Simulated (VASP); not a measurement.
Given:

```
Ga
1.0
    2.23610    -3.85378     0.00000
    2.23610     3.85378     0.00000
    0.00000     0.00000     4.59037
Ga
4
Direct
  0.15593   0.84407   0.91815
  0.34407   0.65593   0.41815
  0.65593   0.34407   0.58185
  0.84407   0.15593   0.08185
```

Computed with PBE GGA with D3 dispersion (zero damping), VASP's PBE PAW potentials (set 64) (plane waves; VASP). Run with 520 eV cut-off, Gaussian smearing of 0.050 eV, potentials Ga_d.

Problem. Give the energies of bands 21 to 30 at the high-symmetry points, in eV from the Fermi level.

Solution. 
```csv
band,Γ,Y,C0,Z,A0,T,S,R
21,-11.03,-9.38,-8.57,-9.24,-6.88,-7.65,-8.55,-7.18
22,-4.39,-7.25,-7.57,-9.24,-6.88,-7.65,-8.55,-7.18
23,-3.90,-4.04,-6.51,-0.12,-6.03,-5.38,-3.51,-6.27
24,-1.66,-3.16,-1.32,-0.12,-6.03,-5.38,-3.51,-6.27
25,-1.59,-2.03,-1.21,0.01,-3.62,-1.22,-1.47,-1.57
26,-0.81,-1.70,-0.28,0.01,-3.62,-1.22,-1.47,-1.57
27,0.81,1.03,-0.26,0.06,4.22,-0.79,0.57,0.44
28,0.96,1.04,0.79,0.06,4.22,-0.79,0.57,0.44
29,1.16,3.34,1.86,1.90,5.00,6.27,3.98,7.14
30,5.02,3.66,2.97,1.90,5.00,6.27,3.98,7.16
```

It has no gap at this level: it comes out as a metal or semimetal.

The compound is Ga in the alpha structure. It was relaxed first.
